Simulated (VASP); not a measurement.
```
CELL_PARAMETERS angstrom
      1.40760    -2.43804     0.00000
      1.40760     2.43804     0.00000
      0.00000     0.00000     4.54920
ATOMIC_POSITIONS crystal
  Re 0.33333 0.66667 0.25000
  Re 0.66667 0.33333 0.75000
```

All values below come from PBE GGA, VASP's PBE PAW potentials (set 64) (plane waves; VASP). Run with 400 eV cut-off, 1×1×1 Γ-centred mesh, first-order Methfessel-Paxton smearing of 0.10 eV, potentials Re.

Predict the energy per atom (σ→0), pressure.

The energy per atom (σ→0) is -10.915 eV/atom and the pressure is 28.10 GPa.

The absolute energy has meaning only against runs of the same code, potentials and settings.

The compound is Re in the hcp structure. The cell was not relaxed at this level. The k-mesh is coarse (spacing up to 2.58 per Å, 2π included), so the numbers may not be converged in it. The run is one of a series of settings (KPOINTS 1×1×1 Γ-centred mesh against the base run), some of them coarse on purpose.
